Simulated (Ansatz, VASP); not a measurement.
# Cross-check of P (black phosphorene bilayer, AB) between VASP and Ansatz, part 2 of 2

Aim: how closely do two programs agree when they are given the same cell, functional and k mesh? Of the first pair: The structure shown is the start of the Ansatz relaxation below; VASP solves that cell, so the two are compared at the walk's first step.

VASP 6.6.1 and Ansatz 0.2.0.

So far: The structure; Ansatz: relaxation, PBE with D3(BJ); VASP: single point, PBE with D3(BJ), start cell, pair 1.

## (4) Comparison

Known differences besides the potentials themselves: Ansatz cuts the interaction across the vacuum, VASP repeats the sheet with a dipole correction (LDIPOL); the cutoff is 420 eV in Ansatz and 400 eV in VASP. Total energies have different zeros and are not compared.

Forces (eV/Å; atoms numbered as in POSCAR):

```csv
atom,"Ansatz x, y, z","VASP x, y, z"
P1,"-0.058, 0.000, 1.075","-0.020, 0.000, 1.107"
P2,"0.143, 0.000, -0.774","0.115, 0.000, -0.741"
P3,"0.111, 0.000, -0.979","0.071, 0.000, -1.013"
P4,"-0.214, 0.000, 0.864","-0.184, 0.000, 0.831"
P5,"-0.111, 0.000, 0.979","-0.071, 0.000, 1.013"
P6,"0.214, 0.000, -0.864","0.184, 0.000, -0.831"
P7,"0.058, 0.000, -1.075","0.020, 0.000, -1.107"
P8,"-0.143, 0.000, 0.774","-0.115, 0.000, 0.741"
```

The forces differ by 28 meV/Å r.m.s., which is 5.1 % of the r.m.s. force of 0.543 eV/Å (both taken over all components). Where the cell holds vacuum, a pressure given here is an average over it and none of the material.

## (5) Ansatz: relaxation, PBE with D3(BJ)

This run makes the geometry at which the two programs are then compared.

The structure compared here is the end of the Ansatz relaxation.

This is the run of step 2 again, met here at its other cell.

## (6) VASP: single point, PBE with D3(BJ), relaxed cell, pair 2

The same cell, functional, mesh and smearing now go to VASP, with its own data sets.

INCAR

```
SYSTEM = P
PREC = Accurate
ENCUT = 400
EDIFF = 1E-06
NELM = 120
ISMEAR = -1
SIGMA = 0.05
LREAL = .FALSE.
ALGO = Normal
GGA = PE
IVDW = 12
NBANDS = 28
LORBIT = 11
LWAVE = .FALSE.
LCHARG = .FALSE.
ISIF = 2
LDIPOL = .TRUE.
IDIPOL = 3
DIPOL = 0.5 0.5 0.328
LVHAR = .TRUE.
LASPH = .TRUE.
GGA_COMPAT = .FALSE.
NELMDL = -8
KPAR = 2
```

POSCAR

```
P
1.0
    4.3197801205      0.0000000000      0.0000000000
    0.0000000000      3.3062721661      0.0000000000
    0.0000000000      0.0000000000     39.1600000020
P
8
Direct
    0.0793126689      0.0000000000      0.2354682968
    0.4225937282      0.5000000000      0.2354848573
    0.9233180662      0.0000000000      0.2902328466
    0.5785367193      0.5000000000      0.2902517093
    0.0766819338      0.5000000000      0.3655383486
    0.4214632807      0.0000000000      0.3655194858
    0.9206873311      0.5000000000      0.4203028983
    0.5774062718      0.0000000000      0.4202863378
```

KPOINTS

```
Automatic mesh
0
Gamma
8 10 1
0 0 0
```

Potentials, in the order of the species: P (PBE family, release 64).

Launch:

```console
> mpirun -np 2 vasp_std
```

Numbers of over 12 decimals in the logs are rounded to 6 here.

What it wrote:

```text
[... set-up lines as in an earlier step ...]
 entering main loop
       N       E                     dE             d eps       ncg     rms          rms(c)
DAV:   1     0.272517067779E+03    0.27252E+03   -0.11469E+04  1696   0.836E+02
DAV:   2    -0.793448902955E+01   -0.28045E+03   -0.27113E+03  2556   0.185E+02
DAV:   3    -0.421377231318E+02   -0.34203E+02   -0.33989E+02  1960   0.710E+01
DAV:   4    -0.431707546310E+02   -0.10330E+01   -0.10276E+01  2488   0.152E+01
[...]
DAV:  25    -0.428464597872E+02   -0.42965E-05   -0.15247E-07  1352   0.735E-04    0.983E-05
DAV:  26    -0.428464609967E+02   -0.12095E-05   -0.32339E-08  1208   0.373E-04    0.109E-04
DAV:  27    -0.428464615505E+02   -0.55378E-06   -0.61849E-09  1004   0.205E-04
   1 F= -.45375308E+02 E0= -.45374048E+02  d E =-.251975E-02
```

OUTCAR, selected parts (step 6):

```text
 Edisp (eV)   -2.52885

  Total      -0.28947    -0.29022    -0.33155     0.00000     0.00000     0.00184
  in kB      -0.82921    -0.83138    -0.94977     0.00000     0.00000     0.00527
  external pressure =       -0.87 kB  Pullay stress =        0.00 kB

 POSITION                                       TOTAL-FORCE (eV/Angst)
 -----------------------------------------------------------------------------------
      0.34261      0.00000      9.22094         0.033411      0.000000      0.038644
      1.82551      1.65314      9.22159        -0.033576      0.000000      0.038396
      3.98853      0.00000     11.36552        -0.040530      0.000000     -0.040728
      2.49915      1.65314     11.36626         0.040289      0.000000     -0.040996
      0.33125      1.65314     14.31448         0.040530      0.000000      0.040728
      1.82063      0.00000     14.31374        -0.040289      0.000000      0.040996
      3.97717      1.65314     16.45906        -0.033411      0.000000     -0.038644
      2.49427      0.00000     16.45841         0.033576      0.000000     -0.038396
 -----------------------------------------------------------------------------------
    total drift:                                0.000001      0.000000      0.000083

  FREE ENERGIE OF THE ION-ELECTRON SYSTEM (eV)
  ---------------------------------------------------
  free  energy   TOTEN  =       -45.3753078303 eV

  energy  without entropy=      -45.3727880820  energy(sigma->0) =      -45.37404796

[... 1 part as in an earlier step ...]

[... 2 further parts left out ...]
[key lines of the parts left out:]
E-fermi :  -1.3663
```

## (7) Side by side

Both answers:

```csv
quantity,Ansatz,VASP,difference
gap on the k mesh (eV),0.092,0.109,-0.017
```

Forces (eV/Å; atoms numbered as in POSCAR):

```csv
atom,"Ansatz x, y, z","VASP x, y, z"
P1,"-0.002, 0.000, 0.000","0.033, 0.000, 0.039"
P2,"0.002, 0.000, -0.001","-0.034, 0.000, 0.038"
P3,"-0.002, 0.000, 0.001","-0.041, 0.000, -0.041"
P4,"0.002, 0.000, 0.001","0.040, 0.000, -0.041"
P5,"0.002, 0.000, -0.001","0.041, 0.000, 0.041"
P6,"-0.002, 0.000, -0.001","-0.040, 0.000, 0.041"
P7,"0.002, 0.000, 0.000","-0.033, 0.000, -0.039"
P8,"-0.002, 0.000, 0.001","0.034, 0.000, -0.038"
```

The forces differ by 32 meV/Å r.m.s., where the r.m.s. force is 0.001 eV/Å in Ansatz and 0.031 eV/Å in VASP: the atoms lie near their places of rest in Ansatz, so a percentage would say little (all taken over all components). A gap on the mesh is an upper bound, since the band edges may lie between its points. Where the cell holds vacuum, a pressure given here is an average over it and none of the material.

## (8) Results

| Property | Result |
| --- | --- |
| r.m.s. force difference (single point, PBE with D3(BJ), start cell, pair 1) | 5.1 % of the r.m.s. force |
| r.m.s. force difference (single point, PBE with D3(BJ), relaxed cell, pair 2) | 32 meV/Å |

The r.m.s. force difference is 32 meV/Å (single point, PBE with D3(BJ), relaxed cell, pair 2), beyond the 12 meV/Å picked in this series as the mark of a large difference. What causes the difference of the single point, PBE with D3(BJ), start cell, pair 1 pair stays open here. What causes the difference of the single point, PBE with D3(BJ), relaxed cell, pair 2 pair stays open here. Such differences can come from data sets, numerical settings and the points named under the comparisons, not from the functional's error against experiment.

[Lines on the potential files, build, host, timing and source positions are cut from VASP's logs without a mark.]

[Logs are printed without paths, hosts, clocks, repeated set-up lines and the standing remarks that a program may print on its own settings, such as how far it seeks lower states.]

[Hosts, paths, dates, database ids (printed as entryN), source tags and the programs' standing remarks are cut or masked in the printed files.]
